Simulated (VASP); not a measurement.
Input:

```yaml
crystal:
  lattice:
    - [4.10119, 0.00000, 0.00000]
    - [0.00000, 4.10119, 0.00000]
    - [0.00000, 0.00000, 4.10119]
  atoms:
    - { symbol: Sc, position: [0.00000, 0.00000, 0.00000] }
    - { symbol: Al, position: [0.00000, 0.50000, 0.50000] }
    - { symbol: Al, position: [0.50000, 0.00000, 0.50000] }
    - { symbol: Al, position: [0.50000, 0.50000, 0.00000] }
```

Method: optB88-vdW, VASP's PBE PAW potentials (set 64) (plane waves; VASP 6.6.1). Run with 520 eV cut-off, Gaussian smearing of 0.050 eV, potentials Sc_sv Al.

Q: Give the energies of bands 5 to 13 at the high-symmetry points, in eV from the Fermi level.

A: 
```csv
band,Γ,X,M,R
5,-9.91,-8.06,-6.65,-4.77
6,-2.56,-7.23,-5.58,-4.77
7,-2.56,-1.67,-5.58,-4.77
8,-1.77,-1.67,-4.24,-4.32
9,-1.77,-1.36,-0.51,-2.86
10,-1.77,0.75,-0.51,-2.86
11,1.30,1.04,1.24,-2.86
12,1.30,1.04,1.43,1.08
13,1.30,1.54,2.10,2.58
```

It has no gap at this level: it comes out as a metal or semimetal.

The compound is Al3Sc in the L1_2 structure. It was relaxed first.
